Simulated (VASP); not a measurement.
# Which face does Fe expose?, part 5 of 6

How do surface energy, work function and relaxation of Fe depend on the face?

VASP 6.6.1, plane waves and PAW; the level of theory is named at each step.

Still holding for the runs below: The magnetic state follows from one typed start and may not be the lowest.

So far, largest spin moment in the PAW sphere (μB): step 2 (the bulk reference, job relaxation, k-mesh 19×19×19) 2.20; step 4 (surface relaxation, 7 atoms, face Fe(110)) 2.55; step 6 (surface relaxation, 9 atoms, face Fe(100)) 2.94.

## Step 7: Vacuum level and density of states, 9 atoms, face Fe(100)

Level of this step: PBE, spin-polarised from a ferromagnetic start; plane waves and PAW (Fe) (VASP).

Contents of INCAR:

```
SYSTEM = Fe
PREC = Normal
ENCUT = 320
EDIFF = 1E-06
NELM = 120
ISMEAR = 1
SIGMA = 0.15
LREAL = .FALSE.
ALGO = Fast
GGA = PE
NBANDS = 65
ISPIN = 2
MAGMOM = 3 3 3 3 3 3 3 3 3
LASPH = .TRUE.
LMAXMIX = 4
LORBIT = 11
LWAVE = .FALSE.
LCHARG = .TRUE.
KPAR = 4
IDIPOL = 3
LDIPOL = .TRUE.
DIPOL = 0.5 0.5 0.5
LVHAR = .TRUE.
LVACPOTAV = .TRUE.
NEDOS = 1500
```

Contents of POSCAR:

```
Fe
1.0
    2.8313482166      0.0000000000      0.0000000000
    0.0000000000      2.8313482166      0.0000000000
    0.0000000000      0.0000000000     26.3253928664
Fe
9
Direct
    0.0000000000      0.0000000000      0.2852066050
    0.5000000000      0.5000000000      0.3376652591
    0.0000000000      0.0000000000      0.3928792805
    0.5000000000      0.5000000000      0.4464899548
    0.0000000000      0.0000000000      0.5000000000
    0.5000000000      0.5000000000      0.5535100452
    0.0000000000      0.0000000000      0.6071207195
    0.5000000000      0.5000000000      0.6623347409
    0.0000000000      0.0000000000      0.7147933950
```

Contents of KPOINTS:

```
Automatic mesh
0
Gamma
11 11 1
0 0 0
```

Potentials, in the order of the species: Fe (PBE family, release 64).

Started as:

```
$ mpirun -np 4 vasp_std
```

Log:

```text
[... set-up lines as in an earlier step ...]
 entering main loop
       N       E                     dE             d eps       ncg     rms          rms(c)
DAV:   1     0.503399095275E+03    0.50340E+03   -0.22727E+04  5492   0.850E+02
DAV:   2    -0.421633904142E+02   -0.54556E+03   -0.49864E+03  5462   0.253E+02
DAV:   3    -0.796955286080E+02   -0.37532E+02   -0.34192E+02  5954   0.933E+01
DAV:   4    -0.804133802628E+02   -0.71785E+00   -0.71522E+00  6120   0.152E+01
DAV:   5    -0.804213783288E+02   -0.79981E-02   -0.79971E-02  6267   0.136E+00    0.342E+01
RMM:   6    -0.143125403511E+03   -0.62704E+02   -0.99340E+01  6347   0.581E+01    0.925E+01
RMM:   7    -0.918071174397E+02    0.51318E+02   -0.19749E+01  5838   0.273E+01    0.729E+01
RMM:   8    -0.724096297712E+02    0.19397E+02   -0.19309E+01  6277   0.276E+01    0.319E+01
RMM:   9    -0.689503046767E+02    0.34593E+01   -0.49504E+00  5942   0.152E+01    0.184E+01
RMM:  10    -0.750191983728E+02   -0.60689E+01   -0.43923E+00  6293   0.119E+01    0.375E+01
RMM:  11    -0.693356821140E+02    0.56835E+01   -0.27489E+00  5984   0.109E+01    0.134E+01
RMM:  12    -0.697317320369E+02   -0.39605E+00   -0.72116E-01  5966   0.482E+00    0.108E+01
RMM:  13    -0.701180593346E+02   -0.38633E+00   -0.80929E-01  6020   0.535E+00    0.104E+01
RMM:  14    -0.702615974404E+02   -0.14354E+00   -0.64132E-01  6079   0.440E+00    0.574E+00
RMM:  15    -0.708428247897E+02   -0.58123E+00   -0.55393E-01  6297   0.288E+00    0.516E+00
RMM:  16    -0.706468701472E+02    0.19595E+00   -0.10588E-01  6016   0.146E+00    0.341E+00
RMM:  17    -0.709375448081E+02   -0.29067E+00   -0.14475E-01  6712   0.111E+00    0.308E+00
RMM:  18    -0.710723973025E+02   -0.13485E+00   -0.45467E-02  6494   0.696E-01    0.327E+00
RMM:  19    -0.711417140528E+02   -0.69317E-01   -0.29939E-02  6706   0.487E-01    0.256E+00
RMM:  20    -0.711934608014E+02   -0.51747E-01   -0.10993E-02  6565   0.366E-01    0.215E+00
RMM:  21    -0.713544835702E+02   -0.16102E+00   -0.54477E-02  7320   0.567E-01    0.287E+00
RMM:  22    -0.713653812048E+02   -0.10898E-01   -0.16806E-03  6356   0.160E-01    0.277E+00
RMM:  23    -0.714959155035E+02   -0.13053E+00   -0.39503E-02  7754   0.425E-01    0.190E+00
RMM:  24    -0.715121438033E+02   -0.16228E-01   -0.32143E-02  7863   0.521E-01    0.176E+00
RMM:  25    -0.714837717103E+02    0.28372E-01   -0.15464E-02  7546   0.417E-01    0.845E-01
RMM:  26    -0.715322500237E+02   -0.48478E-01   -0.18302E-03  6607   0.158E-01    0.848E-01
RMM:  27    -0.715497725214E+02   -0.17522E-01   -0.17809E-03  6584   0.180E-01    0.714E-01
RMM:  28    -0.716240922432E+02   -0.74320E-01   -0.51343E-03  7206   0.220E-01    0.392E-01
RMM:  29    -0.716429356200E+02   -0.18843E-01   -0.58003E-04  6488   0.985E-02    0.412E-01
RMM:  30    -0.716814235632E+02   -0.38488E-01   -0.93218E-04  6888   0.119E-01    0.159E-01
[...]
RMM:  34    -0.717147233935E+02   -0.82836E-03   -0.45149E-05  6518   0.280E-02    0.242E-01
RMM:  35    -0.717159190501E+02   -0.11957E-02   -0.28252E-05  6549   0.197E-02    0.212E-01
RMM:  36    -0.717170130692E+02   -0.10940E-02   -0.62330E-05  6989   0.246E-02    0.101E-01
RMM:  37    -0.717178839002E+02   -0.87083E-03   -0.31019E-05  6720   0.188E-02    0.451E-02
RMM:  38    -0.717184062134E+02   -0.52231E-03   -0.12137E-05  6416   0.122E-02    0.113E-02
RMM:  39    -0.717190042103E+02   -0.59800E-03   -0.84031E-06  6139   0.108E-02    0.140E-02
RMM:  40    -0.717192774034E+02   -0.27319E-03   -0.33407E-06  5311   0.747E-03    0.656E-03
RMM:  41    -0.717193475733E+02   -0.70170E-04   -0.89547E-07  4760   0.339E-03    0.384E-03
RMM:  42    -0.717193600510E+02   -0.12478E-04   -0.21470E-07  4435   0.198E-03    0.257E-03
RMM:  43    -0.717193639291E+02   -0.38781E-05   -0.20468E-07  4307   0.220E-03    0.183E-03
RMM:  44    -0.717193649459E+02   -0.10168E-05   -0.51618E-08  3932   0.120E-03    0.139E-03
RMM:  45    -0.717193655658E+02   -0.61995E-06   -0.27127E-08  3526   0.838E-04
 [... a notice as in an earlier step ...]

   1 F= -.71719366E+02 E0= -.71716603E+02  d E =-.828654E-02  mag=    21.9809
```

Wall time 4.9 min (4 MPI ranks of AMD EPYC 7R43, shared host); peak memory 1.1 GiB; 19 min of CPU time.

OUTCAR, selected parts (step 7):

```text
   NELECT =      72.0000    total number of electrons

 E-fermi :   0.9725

 spin component 1
 k-point     1 :       0.0000    0.0000    0.0000
  band No.  band energies     occupation
    ...
     45       0.4314      1.00000
     46       0.4535      1.00001
     47       0.7350      1.02382
     48       0.9124      0.81096
     49       0.9124      0.81095
     50       1.0172      0.25998
     51       1.2045     -0.02554
     52       2.4239     -0.00000
     53       3.7965     -0.00000
     54       4.5276      0.00000
    ...

 k-point     2 :       0.0909    0.0000    0.0000
  band No.  band energies     occupation
    ...
     44       0.3077      1.00000
     45       0.4354      1.00000
     46       0.6267      1.00264
     47       0.6657      1.00688
     48       0.7706      1.03354
     49       0.9978      0.35949
     50       0.9987      0.35483
     51       1.2833     -0.00630
     52       2.5676     -0.00000
     53       3.9655     -0.00000
    ...

  Total       -1.1573484     -1.1573484      0.3084818      0.0000000      0.0000000     -0.0000000
  in kB       -8.7864468     -8.7864468      2.3419558      0.0000000      0.0000000     -0.0000000
  external PRESSURE =      -5.0769793 kB  Pullay stress =       0.0000000 kB

 POSITION                                       TOTAL-FORCE (eV/Angst)
 -----------------------------------------------------------------------------------
      0.00000      0.00000      7.50818        -0.000000     -0.000000     -0.017825
      1.41567      1.41567      8.88917         0.000000      0.000000     -0.017087
      0.00000      0.00000     10.34270        -0.000000     -0.000000     -0.012764
      1.41567      1.41567     11.75402         0.000000      0.000000      0.009459
      0.00000      0.00000     13.16270        -0.000000     -0.000000      0.000000
      1.41567      1.41567     14.57137        -0.000000      0.000000     -0.009459
      0.00000      0.00000     15.98269        -0.000000     -0.000000      0.012764
      1.41567      1.41567     17.43622        -0.000000     -0.000000      0.017087
      0.00000      0.00000     18.81722        -0.000000     -0.000000      0.017825
 -----------------------------------------------------------------------------------
    total drift:                                0.000000      0.000000     -0.000000

  FREE ENERGIE OF THE ION-ELECTRON SYSTEM (eV)
  ---------------------------------------------------
  free  energy   TOTEN  =       -71.7193655658 eV

  energy  without entropy=      -71.7110790228  energy(sigma->0) =      -71.71660338

 vacuum level on the upper side and lower side of the slab         4.850         4.850

 magnetization (x)
# of ion       s       p       d       tot
------------------------------------------
    1        0.008  -0.001   2.928   2.935
    2       -0.018  -0.053   2.369   2.298
    3       -0.009  -0.056   2.431   2.365
    4       -0.015  -0.060   2.231   2.156
    5       -0.011  -0.062   2.253   2.180
    6       -0.015  -0.060   2.231   2.156
    7       -0.009  -0.056   2.431   2.365
    8       -0.018  -0.053   2.369   2.298
    9        0.008  -0.001   2.928   2.935
--------------------------------------------------
tot         -0.080  -0.401  22.170  21.688

[... 8 parts as in an earlier step ...]

[... 15 further parts left out ...]
```

This step gave:

```
electronic cycles                          : 45
Fermi energy                               : 0.9725 eV
vacuum levels                              : 4.85, 4.85 eV
work functions of the upper and lower face : 3.877, 3.877 eV
```

The planar average of the electrostatic potential oscillates, so the rows of the table below give means over windows of 1.43 Å about each position, cut where the curve ends. Its maxima inside the range that stand out by 2 % of the span (Å: eV): 8.2: -5.69, 9.7: -4.85, 11.1: -5.22, 12.4: -5.23, 13.9: -5.23, 15.2: -5.22, 16.7: -4.85, 18.1: -5.69. Its minima: 7.6: -6.82, 8.9: -6.72, 10.3: -6.61, 11.7: -6.59, 13.2: -6.65, 14.6: -6.59, 16.0: -6.61, 17.4: -6.72, 18.8: -6.82.

Zero at the Fermi level. Planar average of the electrostatic potential against height; means over each step:

height (Å), planar average of the electrostatic potential (eV) and a bar from the least value:
```
     0.71       3.89 ##############################
     2.15       3.88 ##############################
     3.58       3.88 ##############################
     5.01       3.75 ##############################
     6.44       0.47 ####################
     7.87      -6.10 
     9.30      -5.73 #
    10.73      -5.85 #
    12.16      -5.84 #
    13.59      -5.86 #
    15.02      -5.85 #
    16.45      -5.67 #
    17.88      -6.15 
    19.31      -3.31 ########
    20.74       3.36 ############################
    22.17       3.87 ##############################
    23.60       3.88 ##############################
    25.03       3.89 ##############################
```

Density of states in the PAW spheres, an atom over height of the layer and energy from the Fermi level.

Ten even steps from '_' (0.01 states/eV) to '@' (3.20 states/eV), each cell a mean:
```
==..............==
==::::------::::==
::==--==--==--==::
--####%%@@%%####--
++@@@@@@%%@@@@@@++
####++++**++++####
==::--::::::--::==
**--====--====--**
##--====++====--##
==--==========--==
==--------------==
--::::::::::::::--
::::::::::::::::::
__..............__
__________________
__________________
__________________
__________________
__________________
__________________
__________________
__________________
```
Columns: height of the layer (Å) from 7.5 to 18.8; rows upwards: energy from the Fermi level (eV) from -7.9 to 0.5.

Spin density in the ca plane at fractional y = 0.000, with atoms of Fe within 0.2 Å of it.

Values in e/Å³, 5 rows by 16 columns, each cell a mean:
```
0.7 0.0 1.6 0.3 0.1 1.6 0.1 0.3 1.6 0.0 0.7 1.6 0.1 0.0 0.0 0.0
0.0 0.0 0.1 0.0 0.0 0.1 0.0 0.0 0.1 0.0 0.0 0.1 0.0 0.0 0.0 0.0
0.0 0.0 0.0 0.0 0.0 0.0 0.0 0.0 0.0 0.0 0.0 0.0 0.0 0.0 0.0 0.0
0.1 0.0 0.4 0.0 0.0 0.4 0.0 0.0 0.4 0.0 0.1 0.4 0.0 0.0 0.0 0.0
1.0 0.1 2.3 0.5 0.2 2.2 0.2 0.5 2.3 0.1 1.0 2.2 0.1 0.0 0.0 0.0
```
Columns run along c (16.0 Å, from fractional 0.30 to 0.90 of the cell), rows up along a (2.8 Å). Atoms in or near the plane, at fractional coordinates: Fe at (0.39, 0.00), Fe at (0.50, 0.00), Fe at (0.61, 0.00), Fe at (0.71, 0.00).

Valence density in the ca plane at fractional y = 0.000, with atoms of Fe within 0.2 Å of it. It is the smooth field of the valence electrons, not physical close to the nuclei.

Ten even steps from '0' (0.0 e/Å³) to '9' (7.4 e/Å³), each cell a mean:
```
41000157400002673000027620000376100000000000
10000012100000221000012200000121000000000000
00000000000000000000000000000000000000000000
00000000000000000000000000000000000000000000
00000000000000000000000000000000000000000000
00000001000000010000001000000010000000000000
30000134200001442000014410000243100000000000
61000179510002894000039830001597200000000000
```
Columns run along c (16.0 Å, from fractional 0.30 to 0.90 of the cell), rows up along a (2.8 Å). Atoms in or near the plane, at fractional coordinates: Fe at (0.39, 0.00), Fe at (0.50, 0.00), Fe at (0.61, 0.00), Fe at (0.71, 0.00).

The map of layer states is cut here 0.5 eV above the Fermi level, so it leaves out the states above that.

The vacuum level lies 3.88 eV above the Fermi level at the upper face; both faces agree, as the slab has next to no dipole.

The program found no field-free point at its default tolerance, but its printed level agrees with the flat part of the planar average.

On this mesh the fine structure of the density of states is sampling noise, and high empty states may be cut by the number of bands.

## Step 8: Relaxing the slab, 11 atoms, face Fe(111)

System of this step: Fe(111). The cell holds 11 atoms: 11 Fe. Cell: a = 4.004 Å, b = 4.004 Å, c = 23.173 Å, α = 90.0°, β = 90.0°, γ = 60.0°. It derives from Fe. 11 layers of bcc Fe, cut at this functional's lattice. Vacuum lies along c.

Contents of INCAR:

```
SYSTEM = Fe
PREC = Normal
ENCUT = 320
EDIFF = 1E-05
NELM = 120
ISMEAR = 1
SIGMA = 0.15
LREAL = .FALSE.
ALGO = Fast
GGA = PE
NBANDS = 79
ISPIN = 2
MAGMOM = 3 3 3 3 3 3 3 3 3 3 3
LASPH = .TRUE.
LMAXMIX = 4
LORBIT = 11
LWAVE = .FALSE.
LCHARG = .FALSE.
KPAR = 4
IBRION = 2
NSW = 40
ISIF = 2
EDIFFG = -0.03
POTIM = 0.4
MAXMIX = 40
```

Contents of POSCAR:

```
Fe
1.0
    4.0041310477      0.0000000000      0.0000000000
    2.0020655239      3.4676792074      0.0000000000
    0.0000000000      0.0000000000     23.1733982751
Fe
11
Direct
    0.6666666700      0.6666666700      0.3236469600
    0.0000000000      0.0000000000      0.3589175700
    0.3333333300      0.3333333300      0.3941881800
    0.6666666700      0.6666666700      0.4294587900
    0.0000000000      0.0000000000      0.4647293900
    0.3333333300      0.3333333300      0.5000000000
    0.6666666700      0.6666666700      0.5352706100
    0.0000000000      0.0000000000      0.5705412100
    0.3333333300      0.3333333300      0.6058118200
    0.6666666700      0.6666666700      0.6410824300
    0.0000000000      0.0000000000      0.6763530400
```

Contents of KPOINTS:

```
Automatic mesh
0
Gamma
9 9 1
0 0 0
```

Started as:

```
$ mpirun -np 4 vasp_std
```

Log:

```text
[banner, memory and clock lines left out]
running    4 mpi-ranks, on    1 nodes
[...]
LDA part: xc-table for (Slater+PW92), standard interpolation
 POSCAR, INCAR and KPOINTS ok, starting setup
[...]
entering main loop
       N       E                     dE             d eps       ncg     rms          rms(c)
DAV:   1     0.607645347360E+03    0.60765E+03   -0.27542E+04  3800   0.797E+02
DAV:   2    -0.532748508504E+02   -0.66092E+03   -0.60076E+03  3820   0.249E+02
DAV:   3    -0.951557277371E+02   -0.41881E+02   -0.38074E+02  4113   0.890E+01
DAV:   4    -0.960004489955E+02   -0.84472E+00   -0.84118E+00  4256   0.150E+01
[...]
RMM:  39    -0.858907636698E+02   -0.24593E-04   -0.82764E-07  2061   0.256E-03    0.287E-03
RMM:  40    -0.858907771623E+02   -0.13492E-04   -0.32466E-07  1787   0.215E-03    0.238E-03
RMM:  41    -0.858907843501E+02   -0.71877E-05   -0.18384E-07  1608   0.197E-03
   1 F= -.85890784E+02 E0= -.85889057E+02  d E =-.858908E+02  mag=    27.3108
[... from here on, the cycles between the ionic steps are left out ...]
   2 F= -.85969335E+02 E0= -.85968369E+02  d E =-.785502E-01  mag=    27.2542
   3 F= -.86025730E+02 E0= -.86025320E+02  d E =-.134946E+00  mag=    27.1122
   4 F= -.86025890E+02 E0= -.86025484E+02  d E =-.135105E+00  mag=    27.1024
   5 F= -.86030384E+02 E0= -.86029981E+02  d E =-.449462E-02  mag=    27.1005
   6 F= -.86031356E+02 E0= -.86030946E+02  d E =-.546636E-02  mag=    27.0979
   7 F= -.86031355E+02 E0= -.86030946E+02  d E =-.546503E-02  mag=    27.0977
   8 F= -.86031693E+02 E0= -.86031204E+02  d E =-.338085E-03  mag=    27.0877
   9 F= -.86032098E+02 E0= -.86031418E+02  d E =-.743136E-03  mag=    27.0625
  10 F= -.86032344E+02 E0= -.86031573E+02  d E =-.245894E-03  mag=    27.0380
 trial-energy change:   -0.000246  1 .order   -0.000255   -0.000341   -0.000168
 step:   4.4775(harm=  4.4775)  dis= 0.00685  next Energy=   -86.032434 (dE=-0.336E-03)
 reached required accuracy - stopping structural energy minimisation
```

Run time: 17 min. Hardware: 4 MPI ranks; peak memory 1.2 GiB; 66 min of CPU time.

OUTCAR, selected parts (step 8):

```text
  Total       -1.2017087     -1.2017087     -0.2573899     -0.0000000     -0.0000000     -0.0000000
  in kB       -5.9837419     -5.9837419     -1.2816371     -0.0000000     -0.0000000     -0.0000000
  external PRESSURE =      -4.4163737 kB  Pullay stress =       0.0000000 kB

 POSITION                                       TOTAL-FORCE (eV/Angst)
 -----------------------------------------------------------------------------------
      4.00413      2.31179      7.57945        -0.000000     -0.000000      0.001911
      0.00000      0.00000      8.35407        -0.000000      0.000000      0.017203
      2.00207      1.15589      9.03989         0.000000     -0.000000      0.011855
      4.00413      2.31179      9.93728         0.000000     -0.000000     -0.003329
      4.00413      0.00000     10.76420         0.000000      0.000000      0.016148
      2.00207      1.15589     11.58670         0.000000      0.000000      0.000000
      4.00413      2.31179     12.40919        -0.000000     -0.000000     -0.016148
      4.00413      0.00000     13.23611         0.000000      0.000000      0.003329
      2.00207      1.15589     14.13351         0.000000      0.000000     -0.011855
      4.00413      2.31179     14.81933         0.000000     -0.000000     -0.017203
      2.00207      3.46768     15.59394         0.000000      0.000000     -0.001911
 -----------------------------------------------------------------------------------
    total drift:                               -0.000002     -0.000001     -0.000003

  FREE ENERGIE OF THE ION-ELECTRON SYSTEM (eV)
  ---------------------------------------------------
  free  energy   TOTEN  =       -86.0323437960 eV

  energy  without entropy=      -86.0300318548  energy(sigma->0) =      -86.03157315

 magnetization (x)
# of ion       s       p       d       tot
------------------------------------------
    1        0.010   0.008   2.793   2.810
    2       -0.010  -0.020   2.342   2.312
    3       -0.008  -0.046   2.532   2.477
    4       -0.014  -0.058   2.373   2.300
    5       -0.013  -0.056   2.306   2.236
    6       -0.015  -0.057   2.341   2.269
    7       -0.013  -0.056   2.306   2.236
    8       -0.014  -0.058   2.373   2.300
    9       -0.008  -0.046   2.532   2.477
   10       -0.010  -0.020   2.342   2.312
   11        0.010   0.008   2.793   2.810
--------------------------------------------------
tot         -0.086  -0.402  27.031  26.543

[... 1 part as in an earlier step ...]

[... 3 further parts left out ...]
[key lines of the parts left out:]
E-fermi :  -0.0181
```

The run keeps the 12 symmetry operations of its start, so it cannot find a distortion of lower symmetry.

The steps of the relaxation:

```
step  energy less that of the first step (eV)  largest force (eV/Å)
   1                                   0.0000                0.8247
   2                                  -0.0786                0.5520
   3                                  -0.1349                0.1691
   4                                  -0.1351                0.1892
   5                                  -0.1396                0.0921
   6                                  -0.1406                0.0383
   7                                  -0.1406                0.0404
   8                                  -0.1409                0.0326
   9                                  -0.1413                0.0324
  10                                  -0.1416                0.0172
```

The atoms that moved most (Å):

```
atom     dx     dy      dz  length
 Fe9  0.000  0.000   0.095   0.095
 Fe3  0.000  0.000  -0.095   0.095
 Fe1  0.000  0.000   0.079   0.079
Fe11  0.000  0.000  -0.079   0.079
 Fe2  0.000  0.000   0.037   0.037
Fe10  0.000  0.000  -0.037   0.037
 Fe4  0.000  0.000  -0.015   0.015
 Fe8  0.000  0.000   0.015   0.015
```

Final coordinates:

```xyz
11
Lattice="4.0041 0.0000 0.0000 2.0021 3.4677 0.0000 0.0000 0.0000 23.1734" Properties=species:S:1:pos:R:3
Fe    4.0041    2.3118    7.5795
Fe    0.0000    0.0000    8.3541
Fe    2.0021    1.1559    9.0399
Fe    4.0041    2.3118    9.9373
Fe    0.0000    0.0000   10.7642
Fe    2.0021    1.1559   11.5867
Fe    4.0041    2.3118   12.4092
Fe    0.0000    0.0000   13.2361
Fe    2.0021    1.1559   14.1335
Fe    4.0041    2.3118   14.8193
Fe    0.0000    0.0000   15.5939
```

Spin moment in the PAW sphere by atom:

```
atom  spin moment in the PAW sphere (μB)
 Fe1                                2.81
 Fe2                                2.31
 Fe3                                2.48
 Fe4                                2.30
 Fe5                                2.24
 Fe6                                2.27
 Fe7                                2.24
 Fe8                                2.30
 Fe9                                2.48
Fe10                                2.31
Fe11                                2.81
```

The run ended after 10 ionic steps, 0.142 eV below its first step, once the forces on the free atoms met EDIFFG = -0.03.

[end of part 5 of 6]

[Lines on the potential files, build, host, timing and source positions are cut from VASP's logs without a mark.]

[Logs are printed without paths, hosts, clocks, repeated set-up lines and the standing remarks that a program may print on its own settings, such as how far it seeks lower states.]

[Hosts, paths, dates, database ids (printed as entryN), source tags and the programs' standing remarks are cut or masked in the printed files.]

[Runs that stopped without an error message from VASP are left out.]
